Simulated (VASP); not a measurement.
```
CELL_PARAMETERS angstrom
      3.14217     0.00000     0.00000
      0.00000     3.14217     0.00000
      0.00000     0.00000     4.42084
ATOMIC_POSITIONS crystal
  Al 0.50000 0.50000 0.50000
  Ga 0.00000 0.00000 0.00000
  N  0.50000 0.00000 0.73982
  N  0.00000 0.50000 0.26018
```

The numbers are results of PBEsol GGA, VASP's PBE PAW potentials (set 64) (plane waves; VASP 6.6.1), not measurements. Settings: 520 eV cut-off, 9×9×7 Γ-centred mesh, Gaussian smearing of 0.010 eV, potentials Al Ga_d N.

Question: The job: AlGaN$_{2}$ (space group P-4m2), 4 atoms, PBEsol, optics run with many empty bands, 520 eV, 9×9×7 Γ-centred mesh. Roughly how much core time does it take on a busy server core?

Answer: About 80 core-seconds (one run on a shared machine, a rough figure). It had 60 irreducible k-points, 51 bands, up to 1196 plane waves and 14 electronic steps.

The structure comes from a computed database's AlGaN2 entry (P-4m2); how it stands against other phases isn't given here. It was relaxed first.
